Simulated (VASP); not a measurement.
# A VASP study of HfCu (revPBE): structure first, properties next, part 2 of 4

Aim: relax HfCu, then compute properties on the relaxed cell. The cell is invented: it takes the structure of a Materials Project entry for FeRu (space group 187 there), with all of its atoms replaced by other elements, volume scaled by an estimate. It may not be a known or stable phase. Left out of this account: 1 further run (relaxation: a spoilt try).

VASP 6.6.1; revPBE; plane waves and PAW (Hf_pv, Cu); invented cell.

Still holding for the runs below: This run has no spin polarisation. Its electron count is odd, so without a moment it is a metal by construction. The k-mesh is coarse for a metal.

So far. Step 2 (Relaxing cell and atoms (revPBE)): It ends with forces that vanish by symmetry and a pressure of 0.04 GPa. The relaxed cell has a = 3.070, c = 4.424 Å (conventional setting).

## (3) Second relaxation

The basis stayed that of the start cell while the cell moved. A rerun from the cell reached resets it; the error of the finite cutoff stays.

File INCAR:

```
SYSTEM = HfCu
PREC = Accurate
ENCUT = 400
EDIFF = 1E-06
NELM = 100
ISMEAR = -1
SIGMA = 0.05
LREAL = .FALSE.
ALGO = Normal
GGA = RE
NBANDS = 16
LORBIT = 11
LWAVE = .FALSE.
LCHARG = .FALSE.
IBRION = 2
NSW = 60
ISIF = 3
EDIFFG = -0.01
```

File POSCAR:

```
HfCu
1.0
    3.0701623952     -0.0000000192      0.0000000000
   -1.5350817307      2.6588386339      0.0000000000
    0.0000000000      0.0000000000      4.4243829370
Hf Cu
1 1
Direct
    0.6666666700      0.3333333300      0.0000000000
    0.0000000000      0.0000000000      0.5000000000
```

File KPOINTS:

```
Automatic mesh
0
Gamma
10 10 6
0 0 0
```

PAW data sets: Hf_pv and Cu (PBE family, release 64).

Run with:

```console
$ mpirun -np 1 vasp_std
```

The program printed:

```text
[banner, memory and clock lines left out]
running    1 mpi-ranks, on    1 nodes
 distrk:  each k-point on    1 cores,    1 groups
 distr:  one band on    1 cores,    1 groups

 POSCAR found type information on POSCAR HfCu
 POSCAR found :  2 types and       2 ions
 [... a notice as in an earlier step ...]

 LDA part: xc-table for (Slater+PW92), standard interpolation
 POSCAR, INCAR and KPOINTS ok, starting setup
 FFT: planning ... GRIDC
 FFT: planning ... GRID_SOFT
 FFT: planning ... GRID
 WAVECAR not read
 entering main loop
       N       E                     dE             d eps       ncg     rms          rms(c)
DAV:   1     0.821472869630E+02    0.82147E+02   -0.93350E+03  1808   0.133E+03
DAV:   2    -0.112477027526E+02   -0.93395E+02   -0.89993E+02  2040   0.280E+02
DAV:   3    -0.144009161379E+02   -0.31532E+01   -0.30654E+01  2336   0.479E+01
DAV:   4    -0.144658611836E+02   -0.64945E-01   -0.64884E-01  2168   0.685E+00
DAV:   5    -0.144683954162E+02   -0.25342E-02   -0.25341E-02  2552   0.128E+00    0.556E+01
DAV:   6    -0.179210928019E+02   -0.34527E+01   -0.65544E+01  1952   0.190E+02    0.198E+01
DAV:   7    -0.129408128643E+02    0.49803E+01   -0.28250E+01  2336   0.880E+01    0.203E+01
DAV:   8    -0.126249696578E+02    0.31584E+00   -0.12924E+00  2432   0.226E+01    0.299E+00
DAV:   9    -0.126138494963E+02    0.11120E-01   -0.96507E-02  2824   0.556E+00    0.647E-01
DAV:  10    -0.126125488952E+02    0.13006E-02   -0.10041E-02  2560   0.103E+00    0.207E-01
DAV:  11    -0.126124254498E+02    0.12345E-03   -0.37058E-04  2360   0.269E-01    0.168E-01
DAV:  12    -0.126123233635E+02    0.10209E-03   -0.60954E-04  2152   0.608E-01    0.516E-02
DAV:  13    -0.126123133514E+02    0.10012E-04   -0.67758E-05  2584   0.181E-01    0.267E-02
DAV:  14    -0.126123140236E+02   -0.67217E-06   -0.14855E-06  1456   0.223E-02
   1 F= -.12612314E+02 E0= -.12604189E+02  d E =-.126123E+02
 curvature:   0.00 expect dE= 0.000E+00 dE for cont linesearch  0.000E+00
 trial: gam= 0.00000 g(F)=  0.243E-44 g(S)=  0.365E-03 ort = 0.000E+00 (trialstep = 0.100E+01)
 search vector abs. value=  0.365E-03
 bond charge predicted
       N       E                     dE             d eps       ncg     rms          rms(c)
DAV:   1    -0.126210348604E+02   -0.87215E-02   -0.12492E-01  1904   0.735E+00    0.110E+00
DAV:   2    -0.126254196705E+02   -0.43848E-02   -0.14071E-01  1960   0.940E+00    0.101E+00
DAV:   3    -0.126123986751E+02    0.13021E-01   -0.54076E-02  2080   0.578E+00    0.187E-01
DAV:   4    -0.126121275545E+02    0.27112E-03   -0.11815E-03  2512   0.438E-01    0.860E-02
DAV:   5    -0.126120697776E+02    0.57777E-04   -0.56497E-05  2816   0.145E-01    0.368E-02
DAV:   6    -0.126120575537E+02    0.12224E-04   -0.18550E-05  2944   0.793E-02    0.136E-02
DAV:   7    -0.126120574377E+02    0.11601E-06   -0.22482E-06  1768   0.170E-02
   2 F= -.12612057E+02 E0= -.12603985E+02  d E =0.256586E-03
[...]
3 F= -.12612308E+02 E0= -.12604198E+02  d E =0.555283E-05
 curvature:  -0.18 expect dE=-0.821E-05 dE for cont linesearch -0.821E-05
 ZBRENT: interpolating
 opt :   0.1596  next Energy=   -12.612312 (dE= 0.194E-05)
 bond charge predicted
       N       E                     dE             d eps       ncg     rms          rms(c)
DAV:   1    -0.126123408103E+02   -0.32462E-04   -0.39188E-04  1880   0.413E-01    0.598E-02
DAV:   2    -0.126123516614E+02   -0.10851E-04   -0.41049E-04  1968   0.508E-01    0.564E-02
DAV:   3    -0.126123138891E+02    0.37772E-04   -0.16885E-04  2096   0.321E-01    0.115E-02
DAV:   4    -0.126123127146E+02    0.11745E-05   -0.38849E-06  2048   0.307E-02    0.445E-03
DAV:   5    -0.126123125786E+02    0.13601E-06   -0.20167E-07   936   0.733E-03
   4 F= -.12612313E+02 E0= -.12604199E+02  d E =0.144499E-05
 curvature:  -0.08 expect dE=-0.152E-05 dE for cont linesearch -0.151E-05
 trial: gam= 0.00000 g(F)=  0.676E-46 g(S)=  0.190E-04 ort =-0.830E-04 (trialstep = 0.832E+00)
 search vector abs. value=  0.190E-04
 reached required accuracy - stopping structural energy minimisation
```

Elapsed: 29 s, on 1 MPI rank of Intel Xeon Platinum 8488C (Sapphire Rapids), shared host; peak memory 0.15 GiB.

From OUTCAR (step 3):

```text
  LATTYP: Found a hexagonal cell.
 ALAT       =     3.0701623952
 C/A-ratio  =     1.4410908504

The static configuration has the point symmetry D_3h.

 Found     56 irreducible k-points:

   ENCUT  =  400.0 eV  29.40 Ry    5.42 a.u.   5.01  5.01  7.22*2*pi/ulx,y,z

   NELECT =      21.0000    total number of electrons

 E-fermi :   5.4863

 k-point     1 :       0.0000    0.0000    0.0000
  band No.  band energies     occupation
    ...
      6       2.4628      2.00000
      7       2.4628      2.00000
      8       2.5942      2.00000
      9       2.5942      2.00000
     10       4.0862      2.00000
     11       6.4273      0.00000
     12       7.0704      0.00000
     13       7.0704      0.00000
     14      10.1598      0.00000
     15      10.1598      0.00000
    ...

 k-point     2 :       0.1000   -0.0000    0.0000
  band No.  band energies     occupation
    ...
      6       2.4186      2.00000
      7       2.5122      2.00000
      8       2.5370      2.00000
      9       2.5723      2.00000
     10       4.2455      2.00000
     11       6.0968      0.00001
     12       6.7175      0.00000
     13       7.3837      0.00000
     14      10.0739      0.00000
     15      10.6247      0.00000
    ...

  Total        0.0170740      0.0170740      0.0143129     -0.0000000      0.0000000     -0.0000000
  in kB        0.7580480      0.7580480      0.6354609     -0.0000002      0.0000000     -0.0000000
  external PRESSURE =       0.7171857 kB  Pullay stress =       0.0000000 kB

  energy-cutoff  :      400.00
  volume of cell :       36.09
      direct lattice vectors                 reciprocal lattice vectors
     3.069319781 -0.000000019 -0.000000000     0.325805089  0.188103721  0.000000000
    -1.534660424  2.658108909  0.000000000     0.000000002  0.376207310  0.000000000
    -0.000000000  0.000000000  4.423182310     0.000000000 -0.000000000  0.226081570

 POSITION                                       TOTAL-FORCE (eV/Angst)
 -----------------------------------------------------------------------------------
      1.53466      0.88604      0.00000        -0.000000      0.000000      0.000000
     -0.00000     -0.00000      2.21159         0.000000      0.000000     -0.000000
 -----------------------------------------------------------------------------------
    total drift:                               -0.000009      0.000002     -0.000000

  FREE ENERGIE OF THE ION-ELECTRON SYSTEM (eV)
  ---------------------------------------------------
  free  energy   TOTEN  =       -12.6123125786 eV

  energy  without entropy=      -12.5960863676  energy(sigma->0) =      -12.60419947

 total charge
# of ion       s       p       d       tot
------------------------------------------
    1        0.397   6.352   1.588   8.337
    2        0.494   0.314   9.113   9.921
--------------------------------------------------
tot          0.891   6.666  10.701  18.258

[... 4 parts as in an earlier step ...]

[... 7 further parts left out ...]
```

Little changed from the start: no atom moved by 0.005 Å and no cell edge by 0.1 %.

Numbers from this step:

* Fermi energy: 5.486 eV
* pressure: 0.07172 GPa
* SCF cycles over all ionic steps: 33

It ends with forces that vanish by symmetry and a pressure of 0.07 GPa. The volume moved by only 0.08 %, so the volume is settled.

## (4) Density, ELF and potential (revPBE)

A single point on the relaxed cell gives a clean self-consistent state, with density, ELF and potential written out.

INCAR: that of step 3 with these lines changed.

```diff
@@ -13,6 +13,5 @@
 LWAVE = .FALSE.
-LCHARG = .FALSE.
-IBRION = 2
-NSW = 60
-ISIF = 3
-EDIFFG = -0.01
+LCHARG = .TRUE.
+ISIF = 2
+LELF = .TRUE.
+LVHAR = .TRUE.
```

File POSCAR:

```
HfCu
1.0
    3.0693197814     -0.0000000190      0.0000000000
   -1.5346604235      2.6581089089      0.0000000000
    0.0000000000      0.0000000000      4.4231823103
Hf Cu
1 1
Direct
    0.6666666700      0.3333333300      0.0000000000
    0.0000000000      0.0000000000      0.5000000000
```

KPOINTS is that of step 3.

Run with:

```console
$ mpirun -np 1 vasp_std
```

The program printed:

```text
[... set-up lines as in an earlier step ...]
 entering main loop
       N       E                     dE             d eps       ncg     rms          rms(c)
DAV:   1     0.833674047158E+02    0.83367E+02   -0.94169E+03  1800   0.134E+03
DAV:   2    -0.111039233463E+02   -0.94471E+02   -0.91200E+02  2088   0.281E+02
DAV:   3    -0.143959632922E+02   -0.32920E+01   -0.32031E+01  2336   0.486E+01
DAV:   4    -0.144676320369E+02   -0.71669E-01   -0.71630E-01  2136   0.710E+00
DAV:   5    -0.144703197538E+02   -0.26877E-02   -0.26877E-02  2632   0.134E+00    0.556E+01
DAV:   6    -0.179293958840E+02   -0.34591E+01   -0.65705E+01  1968   0.190E+02    0.198E+01
DAV:   7    -0.129388531160E+02    0.49905E+01   -0.28277E+01  2344   0.880E+01    0.203E+01
DAV:   8    -0.126252736950E+02    0.31358E+00   -0.12946E+00  2424   0.225E+01    0.301E+00
DAV:   9    -0.126137694102E+02    0.11504E-01   -0.97489E-02  2832   0.562E+00    0.638E-01
DAV:  10    -0.126124726150E+02    0.12968E-02   -0.10195E-02  2512   0.103E+00    0.197E-01
DAV:  11    -0.126123721746E+02    0.10044E-03   -0.42610E-04  2376   0.327E-01    0.173E-01
DAV:  12    -0.126122601955E+02    0.11198E-03   -0.69367E-04  2104   0.650E-01    0.526E-02
DAV:  13    -0.126122482683E+02    0.11927E-04   -0.76111E-05  2592   0.196E-01    0.240E-02
DAV:  14    -0.126122490050E+02   -0.73672E-06   -0.21551E-06  1576   0.289E-02
   1 F= -.12612249E+02 E0= -.12604132E+02  d E =-.162349E-01
```

Elapsed: 13 s, on 1 MPI rank; peak memory 0.15 GiB.

Parts of OUTCAR (step 4):

```text
  LATTYP: Found a hexagonal cell.
 ALAT       =     3.0693197814
 C/A-ratio  =     1.4410952997

The static configuration has the point symmetry D_3h.

 Found     56 irreducible k-points:

   ENCUT  =  400.0 eV  29.40 Ry    5.42 a.u.   5.01  5.01  7.21*2*pi/ulx,y,z

   NELECT =      21.0000    total number of electrons

 E-fermi :   5.4862

 k-point     1 :       0.0000    0.0000    0.0000
  band No.  band energies     occupation
    ...
      6       2.4645      2.00000
      7       2.4645      2.00000
      8       2.5959      2.00000
      9       2.5959      2.00000
     10       4.0867      2.00000
     11       6.4273      0.00000
     12       7.0699      0.00000
     13       7.0699      0.00000
     14      10.1594      0.00000
     15      10.1594      0.00000
    ...

 k-point     2 :       0.1000    0.0000    0.0000
  band No.  band energies     occupation
    ...
      6       2.4203      2.00000
      7       2.5139      2.00000
      8       2.5387      2.00000
      9       2.5741      2.00000
     10       4.2458      2.00000
     11       6.0968      0.00001
     12       6.7170      0.00000
     13       7.3832      0.00000
     14      10.0734      0.00000
     15      10.6244      0.00000
    ...

  Total       -0.0575308     -0.0575308     -0.0527112      0.0000000      0.0000000      0.0000000
  in kB       -2.5542362     -2.5542362     -2.3402600      0.0000005      0.0000000      0.0000000
  external PRESSURE =      -2.4829108 kB  Pullay stress =       0.0000000 kB

  energy-cutoff  :      400.00
  volume of cell :       36.09
      direct lattice vectors                 reciprocal lattice vectors
     3.069319781 -0.000000019  0.000000000     0.325805089  0.188103721  0.000000000
    -1.534660424  2.658108909  0.000000000     0.000000002  0.376207310  0.000000000
     0.000000000  0.000000000  4.423182310     0.000000000  0.000000000  0.226081570

 POSITION                                       TOTAL-FORCE (eV/Angst)
 -----------------------------------------------------------------------------------
      1.53466      0.88604      0.00000         0.000000      0.000000      0.000000
      0.00000      0.00000      2.21159        -0.000000     -0.000000      0.000000
 -----------------------------------------------------------------------------------
    total drift:                               -0.000009      0.000002     -0.000000

  FREE ENERGIE OF THE ION-ELECTRON SYSTEM (eV)
  ---------------------------------------------------
  free  energy   TOTEN  =       -12.6122490050 eV

  energy  without entropy=      -12.5960140916  energy(sigma->0) =      -12.60413155

[... 5 parts as in an earlier step ...]

[... 6 further parts left out ...]
```

Numbers from this step:

| Item | Value |
| --- | --- |
| SCF cycles | 14 |
| pressure | -0.2483 GPa |

Valence electrons inside each PAW sphere by angular momentum. Sphere charges, by row:

```
atom  s (e)  p (e)  d (e)  tot (e)
 Hf1  0.397  6.352  1.588    8.337
 Cu2  0.494  0.314  9.113    9.921
```

Valence density in the ac plane at fractional y = 0.000, with atoms of Cu within 0.2 Å of it. It is the smooth field of the valence electrons, not physical close to the nuclei.

Values in e/Å³, 20 rows by 16 columns, each cell a mean:
```
 0  0  0  0  0  0  1  1  1  1  1  0  0  0  0  0
 0  0  0  0  0  0  0  0  1  0  0  0  0  0  0  0
 0  0  0  0  0  0  0  0  0  0  0  0  0  0  0  0
 0  0  0  0  0  0  0  0  0  0  0  0  0  0  0  0
 0  0  0  0  0  0  0  0  0  0  0  0  0  0  0  0
 1  0  0  0  0  0  0  0  0  0  0  0  0  0  0  0
 2  2  1  1  0  0  0  0  0  0  0  0  0  1  1  2
 7  6  3  1  0  0  0  0  0  0  0  0  0  1  3  6
13 11  7  3  1  0  0  0  0  0  0  0  1  3  7 11
17 14  8  3  1  0  0  0  0  0  0  0  1  3  8 14
14 12  7  3  1  0  0  0  0  0  0  0  1  3  7 12
 8  6  4  1  0  0  0  0  0  0  0  0  0  1  4  6
 3  2  1  1  0  0  0  0  0  0  0  0  0  1  1  2
 1  1  0  0  0  0  0  0  0  0  0  0  0  0  0  1
 0  0  0  0  0  0  0  0  0  0  0  0  0  0  0  0
 0  0  0  0  0  0  0  0  0  0  0  0  0  0  0  0
 0  0  0  0  0  0  0  0  0  0  0  0  0  0  0  0
 0  0  0  0  0  0  0  0  0  0  0  0  0  0  0  0
 0  0  0  0  0  0  0  1  1  1  0  0  0  0  0  0
 0  0  0  0  0  0  1  1  1  1  1  0  0  0  0  0
```
Columns run along a (3.1 Å), rows up along c (4.4 Å). Atoms in or near the plane, at fractional coordinates: Cu at (0.00, 0.50).

Electrostatic potential energy in the ac plane at fractional y = 0.000, with atoms of Cu within 0.2 Å of it. With pseudopotentials it is smooth inside the atoms' cores, unlike the true potential.

Ten even steps from '0' (-47 eV) to '9' (2 eV):
```
9999877666778999
9999877777778999
9999887777789999
9999988888889999
9999999989999999
9999999999999999
6789999999999987
3457999999999754
1134799999997431
0013689999986310
0002589999985200
0002589999985200
0013689999986310
1134799999997431
3457999999999754
6789999999999987
9999999999999999
9999999989999999
9999988888889999
9999887777789999
9999877777778999
9999877666778999
9998877666778899
```
Columns run along a (3.1 Å; values clipped at the 3rd and 97th percentile), rows up along c (4.4 Å). Atoms in or near the plane, at fractional coordinates: Cu at (0.00, 0.50).

ELF in the ac plane at fractional y = 0.000, with atoms of Cu within 0.2 Å of it. It is the smooth field of the valence electrons, not physical close to the nuclei.

Ten even steps from '0' (0.00) to '9' (0.62):
```
9863234666432368
9974333455433479
9986323333323689
9987532222235789
7777642222246777
4445654323456544
3334454434454433
2233334444433332
0012333444333210
0001333333333100
0001232333232100
0001232333232100
0001333333333100
0012333444333210
2233334444433332
3334454434454433
4445654323456544
7777642222246777
9987532222235789
9986323333323689
9974333455433479
9863234666432368
8753235666532357
```
Columns run along a (3.1 Å), rows up along c (4.4 Å). Atoms in or near the plane, at fractional coordinates: Cu at (0.00, 0.50).

In this run the pressure is -0.25 GPa, small enough to go on.

(Continued in part 3 of 4.)

[Lines on the potential files, build, host, timing and source positions are cut from VASP's logs without a mark.]

[Logs are printed without paths, hosts, clocks, repeated set-up lines and the standing remarks that a program may print on its own settings, such as how far it seeks lower states.]

[Hosts, paths, dates, database ids (printed as entryN), source tags and the programs' standing remarks are cut or masked in the printed files.]

[A measured line is paired with the nearest computed mode of its activity, which favours agreement.]
